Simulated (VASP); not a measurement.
Input:

```xyz
4
Lattice="1.9864 -3.4406 0.0000 1.9864 3.4406 0.0000 0.0000 0.0000 5.1431" Properties=species:S:1:pos:R:3 pbc="T T T"
Ni     0.0000     0.0000     2.5716
Ni     0.0000     0.0000     0.0000
Sb     1.9864     1.1469     1.2858
Sb     1.9864    -1.1469     3.8573
```

All values below come from PBE GGA with D3 dispersion (zero damping), VASP's PBE PAW potentials (set 64) (plane waves; VASP). Run with 520 eV cut-off, 9×9×6 Γ-centred mesh, first-order Methfessel-Paxton smearing of 0.10 eV, potentials Ni Sb.

Problem. Give the stress tensor in GPa (positive for a compressed cell).

Solution. 
```
-3.51   0.00   0.00
 0.00  -3.51   0.00
 0.00   0.00  -3.57
```
The pressure is its mean diagonal, -3.53 GPa.

The compound is NiSb in the NiAs type structure. This cell is one point of a volume scan, at 1.03 of the reference volume. The run is not spin-polarised, so no magnetic state was tried.
